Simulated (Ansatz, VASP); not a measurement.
# LiF (Griceite): VASP beside Ansatz

Aim: how closely do two programs agree when they are given the same cell, functional and k mesh? The cell is taken from a series of runs on this material, whose earlier steps may have relaxed or scaled it; both programs get it as it stands.

Calculated with Ansatz 0.2.0; plane waves, with VASP 6.6.1 beside it; single point at PBE.

**1. Starting point**

It takes space group Fm-3m (No. 225, cubic). The conventional cell has a = 4.049 Å, b = 4.049 Å, c = 4.049 Å, α = 90.00°, β = 90.00°, γ = 90.00°. Nearest to F lie 6 Li at 2.02 Å. Nearest to Li lie 6 F at 2.02 Å. Farther neighbours and most contacts between anions are not listed.

Coordinates:

```cif
data_structure
_symmetry_space_group_name_H-M 'Fm-3m'
_symmetry_Int_Tables_number 225
_cell_length_a 4.0489
_cell_length_b 4.0489
_cell_length_c 4.0489
_cell_angle_alpha 90.000
_cell_angle_beta 90.000
_cell_angle_gamma 90.000
_cell_volume 66.38
loop_
_atom_site_label
_atom_site_type_symbol
_atom_site_symmetry_multiplicity
_atom_site_Wyckoff_symbol
_atom_site_fract_x
_atom_site_fract_y
_atom_site_fract_z
_atom_site_occupancy
F1 F 4 b 0.50000 0.00000 0.00000 1
Li1 Li 4 a 0.00000 0.00000 0.00000 1
```

**2. VASP: single point, PBE**

A single point gives forces, pressure and levels at one fixed geometry, so differences don't come from the geometry; what else differs is listed under the comparison.

Lines of VASP's logs that name or quote its potential files are left out, and so is its time.

File INCAR:

```
SYSTEM = LiF
PREC = Accurate
ENCUT = 790
EDIFF = 1E-06
NELM = 100
ISMEAR = 0
SIGMA = 0.03
LREAL = .FALSE.
ALGO = Normal
GGA = PE
NBANDS = 11
LORBIT = 11
LWAVE = .FALSE.
LCHARG = .FALSE.
KPAR = 2
ISIF = 2
```

File POSCAR:

```
LiF
1.0
    0.0000000000      2.0244476900      2.0244476900
    2.0244476900      0.0000000000      2.0244476900
    2.0244476900      2.0244476900      0.0000000000
F Li
1 1
Direct
    0.5000000000      0.5000000000      0.5000000000
    0.0000000000      0.0000000000      0.0000000000
```

File KPOINTS:

```
Automatic mesh
0
Gamma
10 10 10
0 0 0
```

PAW data sets: F_GW and Li_sv_GW (PBE family, release 64).

Command:

```console
mpirun -np 2 vasp_std
```

Numbers of over 12 decimals in the logs are rounded to 6 here.

What it wrote:

```text
[banner, memory and clock lines left out]
running    2 mpi-ranks, on    1 nodes
 distrk:  each k-point on    1 cores,    2 groups
 distr:  one band on    1 cores,    1 groups

 POSCAR found type information on POSCAR F Li
 POSCAR found :  2 types and       2 ions
 LDA part: xc-table for (Slater+PW92), standard interpolation
 POSCAR, INCAR and KPOINTS ok, starting setup
 FFT: planning ... GRIDC
 FFT: planning ... GRID_SOFT
 FFT: planning ... GRID
 WAVECAR not read
 entering main loop
       N       E                     dE             d eps       ncg     rms          rms(c)
DAV:   1     0.394973032235E+02    0.39497E+02   -0.65234E+03  1058   0.118E+03
DAV:   2    -0.105487063727E+02   -0.50046E+02   -0.48133E+02  1195   0.253E+02
DAV:   3    -0.119696917715E+02   -0.14210E+01   -0.14197E+01  1214   0.370E+01
DAV:   4    -0.119779927652E+02   -0.83010E-02   -0.83006E-02  1143   0.339E+00
DAV:   5    -0.119780813088E+02   -0.88544E-04   -0.88543E-04  1314   0.337E-01    0.715E+00
DAV:   6    -0.114201961997E+02    0.55789E+00   -0.27489E+00  1166   0.115E+01    0.492E+00
DAV:   7    -0.114188532957E+02    0.13429E-02   -0.16243E-02  1181   0.138E+00    0.310E+00
DAV:   8    -0.114221578869E+02   -0.33046E-02   -0.17234E-02  1142   0.172E+00    0.264E-01
DAV:   9    -0.114220482460E+02    0.10964E-03   -0.33591E-04  1254   0.197E-01    0.554E-02
DAV:  10    -0.114221749182E+02   -0.12667E-03   -0.16943E-04  1159   0.122E-01    0.130E-02
DAV:  11    -0.114221733044E+02    0.16138E-05   -0.55937E-06  1256   0.200E-02    0.916E-03
DAV:  12    -0.114221734470E+02   -0.14254E-06   -0.43020E-07  1168   0.745E-03
   1 F= -.11422173E+02 E0= -.11422173E+02  d E =-.242208E-37
```

OUTCAR, selected parts (step 2):

```text
ion  position               nearest neighbor table
   1  0.500  0.500  0.500-
   2  0.000  0.000  0.000-

  LATTYP: Found a face centered cubic cell.
 ALAT       =     4.0488953800

 Subroutine GETGRP returns: Found 48 space group operations
 (whereof 48 operations were pure point group operations)

The static configuration has the point symmetry O_h .

 Found     47 irreducible k-points:

   k-points           NKPTS =     47   k-points in BZ     NKDIM =     47   number of bands    NBANDS=     11

   dimension x,y,z NGX =    28 NGY =   28 NGZ =   28
   dimension x,y,z NGXF=    56 NGYF=   56 NGZF=   56

   ENCUT  =  790.0 eV  58.06 Ry    7.62 a.u.   6.56  6.56  6.56*2*pi/ulx,y,z

   NELECT =      10.0000    total number of electrons

 k-points in reciprocal lattice and weights: Automatic mesh
   0.00000000  0.00000000  0.00000000       0.001
   0.10000000  0.00000000  0.00000000       0.008
   0.20000000  0.00000000  0.00000000       0.008
   0.30000000  0.00000000  0.00000000       0.008
   0.40000000  0.00000000  0.00000000       0.008
   0.50000000  0.00000000  0.00000000       0.004
   0.10000000  0.10000000  0.00000000       0.006
   0.20000000  0.10000000  0.00000000       0.024
   0.30000000  0.10000000  0.00000000       0.024
[...]
-0.30000000  0.40000000  0.20000000       0.024
  -0.30000000  0.50000000  0.20000000       0.012

 average (electrostatic) potential at core
       1-112.4830       2 -37.9657

 E-fermi :  -0.8842

 k-point     1 :       0.0000    0.0000    0.0000
  band No.  band energies     occupation
      1     -42.0636      2.00000
      2     -21.0745      2.00000
      3      -1.1479      2.00000
      4      -1.1479      2.00000
      5      -1.1479      2.00000
      6       7.7778      0.00000
      7      22.5921      0.00000
      8      22.5921      0.00000
      9      22.5925      0.00000
     10      23.0263      0.00000
    ...

 k-point     2 :       0.1000    0.0000    0.0000
  band No.  band energies     occupation
      1     -42.0583      2.00000
      2     -21.0370      2.00000
      3      -1.4314      2.00000
      4      -1.1703      2.00000
      5      -1.1703      2.00000
      6       8.0721      0.00000
      7      19.9807      0.00000
      8      21.3757      0.00000
      9      21.3757      0.00000
     10      24.0437      0.00000
    ...

 k-point     3 :       0.2000    0.0000    0.0000
  band No.  band energies     occupation
      1     -42.0444      2.00000
      2     -20.9364      2.00000
      3      -2.1093      2.00000
      4      -1.2274      2.00000
      5      -1.2274      2.00000
      6       8.7331      0.00000
      7      17.5280      0.00000
      8      19.9034      0.00000
      9      19.9034      0.00000
     10      25.0292      0.00000
    ...

  Total        0.0202643      0.0202643      0.0202643      0.0000000      0.0000000      0.0000000
  in kB        1.9565552      1.9565552      1.9565552      0.0000000      0.0000000      0.0000000
  external PRESSURE =       1.9565552 kB  Pullay stress =       0.0000000 kB

  energy-cutoff  :      790.00
  volume of cell :       16.59
      direct lattice vectors                 reciprocal lattice vectors
     0.000000000  2.024447690  2.024447690    -0.246980943  0.246980943  0.246980943
     2.024447690  0.000000000  2.024447690     0.246980943 -0.246980943  0.246980943
     2.024447690  2.024447690  0.000000000     0.246980943  0.246980943 -0.246980943

 POSITION                                       TOTAL-FORCE (eV/Angst)
 -----------------------------------------------------------------------------------
      2.02445      2.02445      2.02445        -0.000000     -0.000000      0.000000
      0.00000      0.00000      0.00000         0.000000      0.000000     -0.000000
 -----------------------------------------------------------------------------------
    total drift:                                0.000000      0.000000      0.000000

  FREE ENERGIE OF THE ION-ELECTRON SYSTEM (eV)
  ---------------------------------------------------
  free  energy   TOTEN  =       -11.4221734470 eV

  energy  without entropy=      -11.4221734470  energy(sigma->0) =      -11.42217345

 total charge
# of ion       s       p       d       tot
------------------------------------------
    1        1.658   4.190   0.000   5.848
    2        1.989   0.052   0.002   2.043
--------------------------------------------------
tot          3.647   4.242   0.002   7.891

[... 3 further parts left out ...]
```

The run ends at a pressure of 0.20 GPa.

**3. Ansatz: single point, PBE**

Ansatz runs on its default PAW (the set named soft_2) files.

The same cell, functional, mesh and smearing now go to Ansatz, which takes its cutoff from its data sets.

File input.yaml:

```yaml
crystal:
  lattice:
    - [0.0, 2.02444769, 2.02444769]
    - [2.02444769, 0.0, 2.02444769]
    - [2.02444769, 2.02444769, 0.0]
  atoms:
    - { symbol: F, position: [0.5, 0.5, 0.5] }
    - { symbol: Li, position: [0.0, 0.0, 0.0] }
hamiltonian:
  xc: pbe
  pseudopotentials: { kind: paw }
kpoints:
  mp_grid: { grid: [10, 10, 10] }
scf:
  occupations: { method: gaussian, width: 0.03 }
  n_extra_bands: 4
output:
  forces: true
  stress: true
  eigenvalues: true
```

Command:

```console
ansatz run input.yaml --threads 4 --pin off --max-ram 9216MiB --backend cpu --events-out ev --progress --plain --runs-dir out
```

What it wrote:

```text
scf.n_extra_bands = 4 over 5 filled bands (N_el = 10.0): the run solves 9 bands
Engine: ansatz 0.2.0, aarch64-unknown-linux-gnu
Pseudopotentials: kind: paw
Pseudopotential: F, paw, valence charge 7, recommended cutoff 420 eV (normal), F.paw.azcp
Pseudopotential: Li, paw, valence charge 3, recommended cutoff 420 eV (normal), Li.paw.azcp
Functional definition: PBE
  parameter kappa = 0.804
  parameter beta = 0.066725
  exchange = pbe_x(kappa = kappa, mu = beta*pi^2/3)
  correlation = pbe_c(beta = beta)
Crystal: 2 atoms, lattice volume = 16.594 Å³
Basis set: ecut = 420 eV, 331 PW (Γ), exchange–correlation on 40×40×40 points (8 copies of the dense FFT grid, shifted against one another)
Bands: 9, of which v1, the nominal top of the filled ones, is band 5 counted from 1 (4 counted from 0)
Symmetry: 48 space group operations
Space group: Fm-3m (ITA 225), of the structure as read, at distance tolerance 2.6e-5 Å
k-points: 47 of 1000
Non-local potential: F, projectors of the file, l = 0: 2, l = 1: 2, l = 2: 1
Non-local potential: Li, projectors of the file, l = 0: 3, l = 1: 2, l = 2: 1
PAW form: soft (Blöchl's): semilocal exchange-correlation on the pseudo side does not see the compensation charge
PAW one-centre angular grid: F, 110 points (default); XC on 64 Gauss nodes
PAW one-centre angular grid: Li, 110 points (default); XC on 64 Gauss nodes
Initial density: superposition of atomic densities (neutral atoms: chi_scale 0, normalization atom), corrected by the library's trained network
Initial wavefunctions: pseudopotential atomic-orbital guess
Functional: x = pbe(κ = 0.804, μ = 0.219515), c = pbe(β = 0.066725)
SCF iter   1: F=—  HF=-1016.169971 eV  |F-HF|=—  |Δ(HF+E_count)|=         —  Δρ=5.85e-4  dr2=1.68e-5  ethr=1.77e-3  ⟨swp⟩=5.6  Hψ=2631  notcnv=0
preconditioner: auto → none  [insulator: Δε(μ)=8.943 eV  Ē_g=22.514 eV  σ=0.030 eV  W_gap=1.00  n_scr=0 (ndim 8)  ℏωp=25.8 eV  f_vac=0.000  D(μ)=0.00/eV (n_scr^D=0)  ε∞_Penn≈2.3]
SCF iter   2: F=—  HF=-1016.170011 eV  |F-HF|=—  |Δ(HF+E_count)|=   4.04e-5  Δρ=7.41e-4  dr2=5.38e-5  ethr=1.68e-7  ⟨swp⟩=2.0  Hψ=987  notcnv=0
SCF iter   3: F=—  HF=-1016.170011 eV  |F-HF|=—  |Δ(HF+E_count)|=   9.21e-8  Δρ=3.47e-4  dr2=1.06e-5  ethr=1.68e-7  ⟨swp⟩=2.4  Hψ=573  notcnv=0
SCF iter   4: F=—  HF=-1016.170036 eV  |F-HF|=—  |Δ(HF+E_count)|=   2.45e-5  Δρ=2.26e-4  dr2=5.45e-6  ethr=1.06e-7  ⟨swp⟩=2.0  Hψ=611  notcnv=0
SCF iter   5: F=—  HF=-1016.170035 eV  |F-HF|=—  |Δ(HF+E_count)|=   1.10e-6  Δρ=1.26e-4  dr2=1.72e-6  ethr=5.45e-8  ⟨swp⟩=1.0  Hψ=423  notcnv=0
SCF iter   6: F=—  HF=-1016.170034 eV  |F-HF|=—  |Δ(HF+E_count)|=   4.48e-7  Δρ=4.84e-5  dr2=2.59e-7  ethr=1.72e-8  ⟨swp⟩=1.6  Hψ=501  notcnv=0
SCF iter   7: F=-1016.170034 eV  HF=-1016.170034 eV  |F-HF|=8.64e-9  |Δ(HF+E_count)|=   7.71e-8  Δρ=9.50e-6  dr2=1.01e-8  ethr=1.00e-9  ⟨swp⟩=2.1  Hψ=1425  notcnv=0
SCF 1 converged in 7 iterations: F = -1016.170034 eV  dr2 = 1.01e-8
  greatest PAW one-centre occupation: 1.000 electrons in one spin orbital (limit 2), on the Li atom at site 1 (counted from 0), in its partial waves of l = 0
SCF converged after 7 iterations
Free energy (F): -1016.170034 eV
Harris-Foulkes:  -1016.170034 eV  (|F-HF|=8.64e-9)
Internal energy: -1016.170034 eV  (E = F + TS)
E sigma→0 (E₀):  -1016.170034 eV
Fermi energy:    5.350302 eV
--- Per-component energies (eV) ---
  E_band       = -118.809145
  E_kinetic    = 230.413695
  E_local      = -645.432928  (includes V_loc(G=0)·N_el)
  E_nonlocal   = 40.348731
  E_hartree    = 226.316619
  E_xc         = -91.782530
  E_vxc        = -117.728351  (∫ρ·V_xc dr)
  E_paw        = -221.781358  (= ΣΔE_a)
  E_vpaw       = -79.042979  (= ΣTr[D̂ρ^β])
  E_aug_tail   = 0.002208  (compensation charges beyond the density's cutoff)
  E_ewald      = -554.254473
  E_smearing   = -0.000000  (= −TS)
  E_closure    = 0.000000  (closes the sum)
  Σ components = -1016.170034   (vs F -1016.170034, Δ=0.00e0)
--- Forces (eV/Å), atoms counted from 1 ---
  atom   1  F      0.00000000     0.00000000     0.00000000
  atom   2  Li    -0.00000000     0.00000000    -0.00000000
  max |Σ_I F_I| component: 2.82e-29 eV/Å
--- Stress (GPa, compression-positive) ---
        0.978222       0.000000       0.000000
        0.000000       0.978222       0.000000
        0.000000       0.000000       0.978222
  P = ⅓ Tr σ = 0.9782 GPa (9.782 kbar)
--- Band table (eV; the first three rows and the last of 47) ---
  k-point 0: bands = ["-40.0506", "-19.0516", "0.8740", "0.8740", "0.8740", "9.8265", "24.6245", "24.6245", "24.6245"]
  k-point 1: bands = ["-40.0454", "-19.0140", "0.5912", "0.8518", "0.8518", "10.1200", "22.0181", "23.4138", "23.4138"]
  k-point 2: bands = ["-40.0318", "-18.9131", "-0.0859", "0.7950", "0.7950", "10.7792", "19.5662", "21.9451", "21.9451"]
  k-point 46: bands = ["-39.9811", "-18.4012", "-1.4430", "-0.8418", "0.0761", "15.6851", "16.0239", "18.1698", "20.0157"]
```

In the SCF lines HF is the Harris–Foulkes energy and dr2 the Hartree energy of the density residual, in eV; the loop may stop once dr2 is under the threshold and the program's other checks hold. Hψ counts applications of the Hamiltonian.

The run ends at a pressure of 0.98 GPa.

**4. Side by side**

Known differences besides the PAW data sets themselves: the cutoff is 420 eV in Ansatz and 790 eV in VASP; VASP leaves aspherical gradient terms in its spheres out (LASPH is not set), Ansatz keeps them. Total energies have different zeros and are not compared.

The two programs side by side:

```csv
quantity,Ansatz,VASP,difference
pressure (GPa),0.98,0.20,+0.78
gap on the k mesh (eV),8.952,8.926,+0.027
```

Ansatz's pressure holds a Pulay correction of 0.68 GPa; VASP's holds none.

**5. What moves the difference**

How far does this hang on the set-up? Further runs change one program's set-up at a time, as the table lists.

```
                                                          run  difference in gap on the k mesh (eV)
                                                     as above                                 0.027
VASP with the data sets F_h and Li_sv and a cutoff of 1240 eV                                 0.016
```

**6. Summary of results**

```json
{"difference in gap on the k mesh (single point, PBE)": "0.027 eV", "difference in pressure (single point, PBE)": "0.78 GPa"}
```

In words: The difference in pressure is 0.78 GPa (single point, PBE), within the 1 GPa picked in this series as the mark of a large difference. For single point, PBE: VASP with the data sets F_h and Li_sv and a cutoff of 1240 eV cuts the difference in gap on the k mesh from 0.027 to 0.016 eV; whether that points to the cause isn't shown. How closely two codes agree says nothing of how well the functional describes the real material.

[Lines on the potential files, build, host, timing and source positions are cut from VASP's logs without a mark.]

[Logs are printed without paths, hosts, clocks, repeated set-up lines and the standing remarks that a program may print on its own settings, such as how far it seeks lower states.]

[Hosts, paths, dates, database ids (printed as entryN), source tags and the programs' standing remarks are cut or masked in the printed files.]
